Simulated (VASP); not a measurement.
VASP ran on this input.

INCAR:
```
ALGO = Normal
EDIFF = 1E-6
EDIFFG = -0.02
ENCUT = 400
GGA = PS
IBRION = 2
ISIF = 3
ISMEAR = 1
LASPH = .TRUE.
LCHARG = .FALSE.
LREAL = .FALSE.
LWAVE = .FALSE.
NELM = 100
NSW = 60
PREC = Accurate
SIGMA = 0.1
SYSTEM = P
```

### KPOINTS
```
kpoints
0
G
 9 9 7
0 0 0
```

### POSCAR
```
P
1.0
  1.6611101405  -5.1218980183   0.0000000000
  1.6611101405   5.1218980183   0.0000000000
  0.0000000000   0.0000000000   4.1861133781
P
4
Direct
  0.1056671627   0.8943328373   0.9274209816
  0.3943328373   0.6056671627   0.4274209816
  0.6056671627   0.3943328373   0.5725790184
  0.8943328373   0.1056671627   0.0725790184
```

POTCAR, in this order: P (PBE.64 set). Program: vasp_std.

Question: Write an equivalent input for Ansatz.

Answer: One equivalent input (not run):
Ansatz 0.2 input:
```yaml
crystal:
  lattice:
    - [1.6611101, -5.1218980, 0.0000000]
    - [1.6611101, 5.1218980, 0.0000000]
    - [0.0000000, 0.0000000, 4.1861134]
  atoms:
    - { symbol: P, position: [0.1056672, 0.8943328, 0.9274210] }
    - { symbol: P, position: [0.3943328, 0.6056672, 0.4274210] }
    - { symbol: P, position: [0.6056672, 0.3943328, 0.5725790] }
    - { symbol: P, position: [0.8943328, 0.1056672, 0.0725790] }
kpoints:
  mp_grid: { grid: [9, 9, 7] }
hamiltonian:
  xc: pbesol
  pseudopotentials: { kind: paw }
scf:
  occupations: { method: methfessel_paxton, width: 0.1 }
  max_iter: 100
relax:
  max_steps: 60
  f_tol: 0.02
  cell: {}
output: { forces: true, stress: true, eigenvalues: true }
```
What does not carry over: each code has its own PAW files, so the cut-off isn't converted (ENCUT is set for VASP's; basis.ecutwfc is left out, and Ansatz then takes the one that its files recommend); Ansatz stops its SCF on the density residual and VASP on the energy change (EDIFF).

The compound is P in the black structure. This run relaxes it. Symmetry was kept, so distortions that lower it aren't found. The start is the result of an earlier pass.
